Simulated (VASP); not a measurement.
Input:

```
CELL_PARAMETERS angstrom
      3.51000     0.00000     0.00000
      0.00000     3.51000     0.00000
      0.00000     0.00000     3.51000
ATOMIC_POSITIONS crystal
  Si 0.00000 0.00000 0.00000
  Ni 0.00000 0.50000 0.50000
  Ni 0.50000 0.00000 0.50000
  Ni 0.50000 0.50000 0.00000
```

Method: PBE GGA, VASP's PBE PAW potentials (set 64) (plane waves; VASP). Settings: 200 eV cut-off, 8×8×8 Γ-centred mesh, first-order Methfessel-Paxton smearing of 0.10 eV, potentials Si Ni.

At this cut-off the stress carries a Pulay error, which pulls relaxed volumes low.

Question: Give the stress tensor in GPa (positive for a compressed cell).

Answer: 
```
-88.18    0.00    0.00
  0.00  -88.18    0.00
  0.00    0.00  -88.18
```
The pressure is its mean diagonal, -88.18 GPa.

The compound is Ni3Si in the L1_2 structure. The cell was not relaxed at this level. The run is one of a series of settings (ENCUT = 200 against the base run), some of them coarse on purpose. The run is not spin-polarised, so no magnetic state was tried.
